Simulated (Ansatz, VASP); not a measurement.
# Cross-check of LiH (rock-salt LiH, size series) between VASP and Ansatz

One calculation is typed for both programs; each brings its own data sets. How far apart do they land? The structure shown is the end of the Ansatz relaxation below.

Main program and level: Ansatz 0.2.0; plane waves, with VASP 6.6.1 beside it; single point at PBE.

## (1) Starting point

The cell holds 216 atoms: 108 Li and 108 H. Its edges and angles: a = 12.201 Å, b = 12.201 Å, c = 12.201 Å, α = 90.0°, β = 90.0°, γ = 90.0°. It derives from LiH (rock-salt), repeated 3×3×3. As first built, before any earlier steps moved the atoms (in the runner's words): rock-salt LiH (a = 4.083 A), 3 x 3 x 3 conventional cells; ideal positions.

## (2) Ansatz: relaxation, PBE

Ansatz runs on its default PAW (the set named soft_2) files.

This run makes the geometry at which the two programs are then compared.

Input file input.yaml:

```yaml
crystal:
  lattice:
    - [12.20051, 0.0, 0.0]
    - [0.0, 12.20051, 0.0]
    - [0.0, 0.0, 12.20051]
  atoms:
    - { symbol: Li, position: [0.0, 0.0, 0.0] }
    - { symbol: H, position: [0.16667, 0.0, 0.0] }
    - { symbol: Li, position: [0.0, 0.16667, 0.16667] }
    - { symbol: H, position: [0.16667, 0.16667, 0.16667] }
    - { symbol: Li, position: [0.16667, 0.0, 0.16667] }
    - { symbol: H, position: [0.0, 0.0, 0.16667] }
    - { symbol: Li, position: [0.16667, 0.16667, 0.0] }
    - { symbol: H, position: [0.0, 0.16667, 0.0] }
    - { symbol: Li, position: [0.0, 0.0, 0.33333] }
    - { symbol: H, position: [0.16667, 0.0, 0.33333] }
    - { symbol: Li, position: [0.0, 0.16667, 0.5] }
    - { symbol: H, position: [0.16667, 0.16667, 0.5] }
    - { symbol: Li, position: [0.16667, 0.0, 0.5] }
    - { symbol: H, position: [0.0, 0.0, 0.5] }
    - { symbol: Li, position: [0.16667, 0.16667, 0.33333] }
    - { symbol: H, position: [0.0, 0.16667, 0.33333] }
    - { symbol: Li, position: [0.0, 0.0, 0.66667] }
    - { symbol: H, position: [0.16667, 0.0, 0.66667] }
    - { symbol: Li, position: [0.0, 0.16667, 0.83333] }
    - { symbol: H, position: [0.16667, 0.16667, 0.83333] }
    - { symbol: Li, position: [0.16667, 0.0, 0.83333] }
    - { symbol: H, position: [0.0, 0.0, 0.83333] }
    - { symbol: Li, position: [0.16667, 0.16667, 0.66667] }
    - { symbol: H, position: [0.0, 0.16667, 0.66667] }
    - { symbol: Li, position: [0.0, 0.33333, 0.0] }
    - { symbol: H, position: [0.16667, 0.33333, 0.0] }
    - { symbol: Li, position: [0.0, 0.5, 0.16667] }
    - { symbol: H, position: [0.16667, 0.5, 0.16667] }
    - { symbol: Li, position: [0.16667, 0.33333, 0.16667] }
    - { symbol: H, position: [0.0, 0.33333, 0.16667] }
[... 180 atom lines left out ...]
    - { symbol: Li, position: [0.66667, 0.83333, 0.83333] }
    - { symbol: H, position: [0.83333, 0.83333, 0.83333] }
    - { symbol: Li, position: [0.83333, 0.66667, 0.83333] }
    - { symbol: H, position: [0.66667, 0.66667, 0.83333] }
    - { symbol: Li, position: [0.83333, 0.83333, 0.66667] }
    - { symbol: H, position: [0.66667, 0.83333, 0.66667] }
kpoints:
  mp_grid: { grid: [1, 1, 1] }
hamiltonian:
  xc: pbe
scf:
  occupations: { method: fixed }
output:
  forces: true
  eigenvalues: true
  stress: true
relax:
  f_tol: 0.05
  max_steps: 70
```

The run is started by

```console
> ansatz run input.yaml --threads 4 --pin off --max-ram 8192MiB --backend cpu --events-out ev --progress --plain --runs-dir out
```

Numbers of over 12 decimals in the logs are rounded to 6 here.

The program printed:

```text
Warning: the atoms were moved onto the symmetric positions of the space group found under crystal.symmetry.tolerance 1.0e-5 (fractional; no operation is sought that the atoms, as they stand in a round, miss by more than twice it, and no atom is moved by as much as it), and the run uses the moved positions. Before a round's move an operation carried an atom to 1.41e-4 Å from where it should land, the largest such dist [...]
[...]
- { symbol: Li, position: [0.333333, 0.333333, 0.333333] }
    - { symbol: H, position: [0.500000, 0.333333, 0.333333] }
    - { symbol: Li, position: [0.333333, 0.500000, 0.500000] }
    - { symbol: H, position: [0.500000, 0.500000, 0.500000] }
    - { symbol: Li, position: [0.500000, 0.333333, 0.500000] }
    - { symbol: H, position: [0.333333, 0.333333, 0.500000] }
    - { symbol: Li, position: [0.500000, 0.500000, 0.333333] }
    - { symbol: H, position: [0.333333, 0.500000, 0.333333] }
    - { symbol: Li, position: [0.333333, 0.333333, 0.666667] }
    - { symbol: H, position: [0.500000, 0.333333, 0.666667] }
    - { symbol: Li, position: [0.333333, 0.500000, 0.833333] }
    - { symbol: H, position: [0.500000, 0.500000, 0.833333] }
    - { symbol: Li, position: [0.500000, 0.333333, 0.833333] }
    - { symbol: H, position: [0.333333, 0.333333, 0.833333] }
    - { symbol: Li, position: [0.500000, 0.500000, 0.666667] }
    - { symbol: H, position: [0.333333, 0.500000, 0.666667] }
    - { symbol: Li, position: [0.333333, 0.666667, 0.0] }
    - { symbol: H, position: [0.500000, 0.666667, 0.0] }
    - { symbol: Li, position: [0.333333, 0.833333, 0.166667] }
    - { symbol: H, position: [0.500000, 0.833333, 0.166667] }
    - { symbol: Li, position: [0.500000, 0.666667, 0.166667] }
    - { symbol: H, position: [0.333333, 0.666667, 0.166667] }
    - { symbol: Li, position: [0.500000, 0.833333, 0.0] }
    - { symbol: H, position: [0.333333, 0.833333, 0.0] }
    - { symbol: Li, position: [0.333333, 0.666667, 0.333333] }
    - { symbol: H, position: [0.500000, 0.666667, 0.333333] }
    - { symbol: Li, position: [0.333333, 0.833333, 0.500000] }
    - { symbol: H, position: [0.500000, 0.833333, 0.500000] }
    - { symbol: Li, position: [0.500000, 0.666667, 0.500000] }
    - { symbol: H, position: [0.333333, 0.666667, 0.500000] }
    - { symbol: Li, position: [0.500000, 0.833333, 0.333333] }
    - { symbol: H, position: [0.333333, 0.833333, 0.333333] }
    - { symbol: Li, position: [0.333333, 0.666667, 0.666667] }
    - { symbol: H, position: [0.500000, 0.666667, 0.666667] }
    - { symbol: Li, position: [0.333333, 0.833333, 0.833333] }
    - { symbol: H, position: [0.500000, 0.833333, 0.833333] }
    - { symbol: Li, position: [0.500000, 0.666667, 0.833333] }
    - { symbol: H, position: [0.333333, 0.666667, 0.833333] }
    - { symbol: Li, position: [0.500000, 0.833333, 0.666667] }
    - { symbol: H, position: [0.333333, 0.833333, 0.666667] }
    - { symbol: Li, position: [0.666667, 0.0, 0.0] }
    - { symbol: H, position: [0.833333, 0.0, 0.0] }
    - { symbol: Li, position: [0.666667, 0.166667, 0.166667] }
    - { symbol: H, position: [0.833333, 0.166667, 0.166667] }
    - { symbol: Li, position: [0.833333, 0.0, 0.166667] }
    - { symbol: H, position: [0.666667, 0.0, 0.166667] }
    - { symbol: Li, position: [0.833333, 0.166667, 0.0] }
    - { symbol: H, position: [0.666667, 0.166667, 0.0] }
[...]
- { symbol: Li, position: [0.666667, 0.666667, 0.333333] }
    - { symbol: H, position: [0.833333, 0.666667, 0.333333] }
    - { symbol: Li, position: [0.666667, 0.833333, 0.500000] }
    - { symbol: H, position: [0.833333, 0.833333, 0.500000] }
    - { symbol: Li, position: [0.833333, 0.666667, 0.500000] }
    - { symbol: H, position: [0.666667, 0.666667, 0.500000] }
    - { symbol: Li, position: [0.833333, 0.833333, 0.333333] }
    - { symbol: H, position: [0.666667, 0.833333, 0.333333] }
    - { symbol: Li, position: [0.666667, 0.666667, 0.666667] }
    - { symbol: H, position: [0.833333, 0.666667, 0.666667] }
    - { symbol: Li, position: [0.666667, 0.833333, 0.833333] }
    - { symbol: H, position: [0.833333, 0.833333, 0.833333] }
    - { symbol: Li, position: [0.833333, 0.666667, 0.833333] }
    - { symbol: H, position: [0.666667, 0.666667, 0.833333] }
    - { symbol: Li, position: [0.833333, 0.833333, 0.666667] }
    - { symbol: H, position: [0.666667, 0.833333, 0.666667] }
```

## (3) VASP: single point, PBE

The same cell, functional and mesh now go to VASP, with its own data sets.

Lines of VASP's logs that name or quote its potential files are left out, and so is its time.

Input file INCAR:

```
SYSTEM = LiH
PREC = Accurate
ENCUT = 750
EDIFF = 1E-06
NELM = 120
ISMEAR = 0
SIGMA = 0.01
LREAL = Auto
ALGO = Normal
GGA = PE
NBANDS = 367
LORBIT = 11
LWAVE = .FALSE.
LCHARG = .FALSE.
ISIF = 2
LASPH = .TRUE.
GGA_COMPAT = .FALSE.
EFERMI = MIDGAP
```

Input file POSCAR:

```
LiH
1.0
   12.2005100000      0.0000000000      0.0000000000
    0.0000000000     12.2005100000      0.0000000000
    0.0000000000      0.0000000000     12.2005100000
Li H
108 108
Direct
    0.0000000000      0.0000000000      0.0000000000
    0.0000000000      0.1666700000      0.1666700000
    0.1666700000      0.0000000000      0.1666700000
    0.1666700000      0.1666700000      0.0000000000
    0.0000000000      0.0000000000      0.3333300000
    0.0000000000      0.1666700000      0.5000000000
    0.1666700000      0.0000000000      0.5000000000
    0.1666700000      0.1666700000      0.3333300000
    0.0000000000      0.0000000000      0.6666700000
    0.0000000000      0.1666700000      0.8333300000
    0.1666700000      0.0000000000      0.8333300000
    0.1666700000      0.1666700000      0.6666700000
    0.0000000000      0.3333300000      0.0000000000
    0.0000000000      0.5000000000      0.1666700000
    0.1666700000      0.3333300000      0.1666700000
    0.1666700000      0.5000000000      0.0000000000
    0.0000000000      0.3333300000      0.3333300000
    0.0000000000      0.5000000000      0.5000000000
    0.1666700000      0.3333300000      0.5000000000
    0.1666700000      0.5000000000      0.3333300000
    0.0000000000      0.3333300000      0.6666700000
    0.0000000000      0.5000000000      0.8333300000
    0.1666700000      0.3333300000      0.8333300000
    0.1666700000      0.5000000000      0.6666700000
    0.0000000000      0.6666700000      0.0000000000
    0.0000000000      0.8333300000      0.1666700000
    0.1666700000      0.6666700000      0.1666700000
    0.1666700000      0.8333300000      0.0000000000
    0.0000000000      0.6666700000      0.3333300000
    0.0000000000      0.8333300000      0.5000000000
[... 180 atom lines left out ...]
    0.6666700000      0.6666700000      0.5000000000
    0.6666700000      0.8333300000      0.3333300000
    0.8333300000      0.6666700000      0.6666700000
    0.8333300000      0.8333300000      0.8333300000
    0.6666700000      0.6666700000      0.8333300000
    0.6666700000      0.8333300000      0.6666700000
```

Input file KPOINTS:

```
Automatic mesh
0
Gamma
1 1 1
0 0 0
```

PAW data sets: Li_sv and H (PBE family, release 64).

The run is started by

```console
> export OMP_NUM_THREADS=3
> mpirun -np 1 vasp_gam
```

The program printed:

```text
[banner, memory and clock lines left out]
running    1 mpi-ranks, on    1 nodes
[...]
Offloading initialized ...    1 GPUs detected
[...]
LDA part: xc-table for (Slater+PW92), standard interpolation
 POSCAR, INCAR and KPOINTS ok, starting setup
[...]
entering main loop
       N       E                     dE             d eps       ncg     rms          rms(c)
DAV:   1     0.429237283856E+04    0.42924E+04   -0.23977E+05   750   0.165E+03
DAV:   2     0.134057588869E+03   -0.41583E+04   -0.36333E+04   790   0.447E+02
DAV:   3    -0.516164776977E+03   -0.65022E+03   -0.63726E+03  1100   0.131E+02
DAV:   4    -0.664339796686E+03   -0.14818E+03   -0.14641E+03  1276   0.571E+01
[...]
DAV:  14    -0.659104862515E+03    0.51904E-04   -0.97186E-06   812   0.952E-03    0.713E-03
DAV:  15    -0.659104856687E+03    0.58286E-05   -0.22739E-05   980   0.527E-03    0.482E-03
DAV:  16    -0.659104856884E+03   -0.19724E-06   -0.95970E-07   444   0.179E-03
   1 F= -.65910486E+03 E0= -.65910486E+03  d E =0.000000E+00
```

From OUTCAR (step 3):

```text
  FREE ENERGIE OF THE ION-ELECTRON SYSTEM (eV)
  ---------------------------------------------------
  free  energy   TOTEN  =      -659.1048568841 eV

  energy  without entropy=     -659.1048568841  energy(sigma->0) =     -659.10485688

[... 1 further part left out ...]
```

The run ends at a pressure of -1.22 GPa, with forces up to 0.0097 eV/Å.

## (4) Comparison

Known differences besides the potentials themselves: fixed occupations in Ansatz, narrow Gaussian smearing in VASP; Ansatz takes its cutoff from its data sets, VASP runs at 750 eV. Total energies have different zeros and are not compared.

Compared:

```
              quantity  Ansatz   VASP  difference
        pressure (GPa)   -1.05  -1.22       +0.17
gap on the k mesh (eV)   2.999  2.995      +0.005
```

At this near-relaxed geometry the largest component of a force difference is 6 meV/Å. A gap on the mesh is an upper bound, since the band edges may lie between its points.

## (5) Results

| Quantity | Value |
| --- | --- |
| difference in gap on the k mesh (single point, PBE) | 0.0047 eV |

The difference in gap on the k mesh is 0.0047 eV (single point, PBE), within the 0.08 eV picked in this series as the mark of a large difference. VASP runs on this material, other cells of it included, that failed, so that no pair exists: single point, PBE (refused). 1 further run of this series is not shown here. How closely two codes agree says nothing of how well the functional describes the real material.

[Lines on the potential files, build, host, timing and source positions are cut from VASP's logs without a mark.]

[Logs are printed without paths, hosts, clocks, repeated set-up lines and the standing remarks that a program may print on its own settings, such as how far it seeks lower states.]

[Hosts, paths, dates, database ids (printed as entryN), source tags and the programs' standing remarks are cut or masked in the printed files.]
